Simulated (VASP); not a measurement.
Output of a VASP run:

### OSZICAR
```
       N       E                     dE             d eps       ncg     rms          rms(c)
DAV:   1     0.966226158141E+02    0.96623E+02   -0.89811E+03  2016   0.150E+03
DAV:   2    -0.199790729577E+02   -0.11660E+03   -0.11287E+03  2204   0.368E+02
DAV:   3    -0.229082410503E+02   -0.29292E+01   -0.28661E+01  2500   0.535E+01
DAV:   4    -0.229336540050E+02   -0.25413E-01   -0.25394E-01  2172   0.523E+00
DAV:   5    -0.229338725221E+02   -0.21852E-03   -0.21851E-03  2388   0.498E-01    0.295E+01
DAV:   6    -0.199809930471E+02    0.29529E+01   -0.11293E+01  2044   0.305E+01    0.634E+00
DAV:   7    -0.199612273520E+02    0.19766E-01   -0.14352E-01  2148   0.387E+00    0.369E+00
DAV:   8    -0.199466160441E+02    0.14611E-01   -0.15328E-02  2164   0.127E+00    0.173E-01
DAV:   9    -0.199464661852E+02    0.14986E-03   -0.13611E-03  2164   0.313E-01    0.649E-02
DAV:  10    -0.199464674890E+02   -0.13039E-05   -0.14231E-04  2104   0.149E-01    0.122E-02
DAV:  11    -0.199468335083E+02   -0.36602E-03   -0.23394E-06  1864   0.212E-02    0.464E-03
DAV:  12    -0.199468346770E+02   -0.11686E-05   -0.19512E-05  1664   0.118E-02    0.220E-03
DAV:  13    -0.199468343641E+02    0.31284E-06   -0.16713E-07  1036   0.579E-03
   1 F= -.19946834E+02 E0= -.19947245E+02  d E =-.199468E+02
```

File OUTCAR:
```
------------------------ aborting loop because EDIFF is reached ----------------------------------------
  FORCE on cell =-STRESS in cart. coord.  units (eV):
  Direction    XX          YY          ZZ          XY          YZ          ZX
  --------------------------------------------------------------------------------------
  Total       -0.0193840     -0.0193840     -0.0193840      0.0000000      0.0000000      0.0000000
  in kB       -1.3886507     -1.3886507     -1.3886507      0.0000000      0.0000000      0.0000000
  external PRESSURE =      -1.3886507 kB  Pullay stress =       0.0000000 kB
  volume of cell :       22.36
      direct lattice vectors                 reciprocal lattice vectors
     0.000000000  2.236199330  2.236199330    -0.223593663  0.223593663  0.223593663
     2.236199330  0.000000000  2.236199330     0.223593663 -0.223593663  0.223593663
     2.236199330  2.236199330  0.000000000     0.223593663  0.223593663 -0.223593663
 POSITION                                       TOTAL-FORCE (eV/Angst)
 -----------------------------------------------------------------------------------
      0.00000      0.00000      0.00000         0.000000      0.000000     -0.000000
      2.23620      2.23620      2.23620        -0.000000     -0.000000      0.000000
 -----------------------------------------------------------------------------------
    total drift:                                0.000000     -0.000000     -0.000000
  FREE ENERGIE OF THE ION-ELECTRON SYSTEM (eV)
  ---------------------------------------------------
  free  energy   TOTEN  =       -19.9468343641 eV

  energy  without entropy=      -19.9480668899  energy(sigma->0) =      -19.94724521

 reached required accuracy - stopping structural energy minimisation
```
(Selected blocks of OUTCAR.)

**POSCAR**
```
WB
1
   -0.0000000000     2.2361993296     2.2361993296
    2.2361993296    -0.0000000000     2.2361993296
    2.2361993296     2.2361993296    -0.0000000000
W B
1 1
Direct
  0.0000000000   0.0000000000   0.0000000000
  0.5000000000   0.5000000000   0.5000000000
```

Q: Write an INCAR and KPOINTS that could have produced this output.

A: Several could match; the one computed here: the input of the run itself, PBE GGA, plane waves, VASP's PBE PAW potentials (set 64).

**KPOINTS**
```
Automatic mesh
0
Gamma
13 13 13
0 0 0
```

### INCAR
```
! general
SYSTEM =WB
PREC   =Accurate
ENCUT  =520
LREAL  =F
LASPH  =T

! electronic loop
EDIFF  =1E-6
NELM   =100
ALGO   =Normal
LMAXMIX=6

! smearing
ISMEAR =1
SIGMA  =0.1

! functional
GGA    =PE

! ions
IBRION =2
NSW    =60
ISIF   =3
EDIFFG =-0.01

! output
LWAVE  =F
LCHARG =F
```

POTCAR, in this order: W_sv B (PBE.64 set). Program: vasp_std.

The structure was generated: WB was put into the rock salt type (Fm-3m), which need not be its known phase. It was relaxed first, which changed the volume by -40 %. The start is the result of an earlier pass. The electron count is odd and the run is not spin-polarised, which forces a metal.
